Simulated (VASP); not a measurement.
Data:

```
CELL_PARAMETERS angstrom
      3.26699     1.88620     5.82126
     -3.26699     1.88620     5.82126
      0.00000    -3.77239     5.82126
ATOMIC_POSITIONS crystal
  As 0.33814 0.33814 0.33814
  As 0.16186 0.16186 0.16186
  As 0.66186 0.66186 0.66186
  As 0.83814 0.83814 0.83814
  S  0.54151 0.95849 0.25000
  S  0.25000 0.54151 0.95849
  S  0.95849 0.25000 0.54151
  S  0.45849 0.04151 0.75000
  S  0.75000 0.45849 0.04151
  S  0.04151 0.75000 0.45849
```

Level of theory: PBEsol GGA, VASP's PBE PAW potentials (set 64) (plane waves; VASP). Run with 400 eV cut-off, Gaussian smearing of 0.050 eV, potentials As S.

Q: Estimate the band gap (along the path) with the smallest direct gap where there is one.

A: 
The band gap (along the path) is 0.02 eV. The smallest direct gap (along the path) comes out as 0.36 eV.

Total energies compare only between runs with the same potentials, cut-off and functional.

The structure was generated: As2S3 was put into the corundum type (R-3c), which need not be its known phase. It was relaxed first, which changed the volume by +23 %.
